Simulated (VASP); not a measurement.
An input for Ansatz (written as the equivalent of a VASP run, and not itself run):

Ansatz 0.2 input:
```yaml
crystal:
  lattice:
    - [1.8199354, -3.1522206, 0.0000000]
    - [1.8199354, 3.1522206, 0.0000000]
    - [0.0000000, 0.0000000, 5.1226016]
  atoms:
    - { symbol: Se, position: [0.0000000, 0.2825539, 0.6666670] }
    - { symbol: Se, position: [0.7174461, 0.7174461, 0.0000000] }
    - { symbol: Se, position: [0.2825539, 0.0000000, 0.3333330] }
kpoints:
  mp_grid: { grid: [7, 7, 5] }
hamiltonian:
  xc: lda
  pseudopotentials: { kind: paw }
scf:
  occupations: { method: gaussian, width: 0.05 }
  max_iter: 100
relax:
  max_steps: 40
  f_tol: 0.02
  cell: { p_target: 20 }
output: { forces: true, stress: true, eigenvalues: true }
```

Translate this input to VASP (INCAR, KPOINTS, POSCAR, choice of POTCAR).

This is not unique; one that fits is 
**INCAR**
```
SYSTEM = Se
PREC = Accurate
ENCUT = 500
EDIFF = 1E-6
NELM = 100
ALGO = Normal
LREAL = .FALSE.
LASPH = .TRUE.
ISMEAR = 0
SIGMA = 0.05
LMAXMIX = 4
LWAVE = .FALSE.
LCHARG = .FALSE.
IBRION = 2
ISIF = 3
NSW = 40
EDIFFG = -0.02
PSTRESS = 200
```

### POSCAR
```
Se
1
    1.8199354499    -3.1522206441     0.0000000000
    1.8199354499     3.1522206441     0.0000000000
    0.0000000000     0.0000000000     5.1226015869
Se
3
Direct
  0.0000000000   0.2825538850   0.6666670000
  0.7174461150   0.7174461150   0.0000000000
  0.2825538850   0.0000000000   0.3333330000
```

File KPOINTS:
```
Automatic mesh
0
Gamma
7 7 5
0 0 0
```

POTCAR, in this order: Se (LDA.64 set). Program: vasp_std.

The two are equivalent in intent, not identical: each code has its own PAW files, so the cut-off isn't converted (ENCUT is set for VASP's; basis.ecutwfc is left out, and Ansatz then takes the one that its files recommend); Ansatz stops its SCF on the density residual and VASP on the energy change (EDIFF); Ansatz's lda is the Perdew-Wang form, while the LDA potentials of VASP carry Perdew-Zunger's.

The compound is Se in the trig structure. This run relaxes it under an external pressure of 20 GPa. Symmetry was kept, so distortions that lower it aren't found.
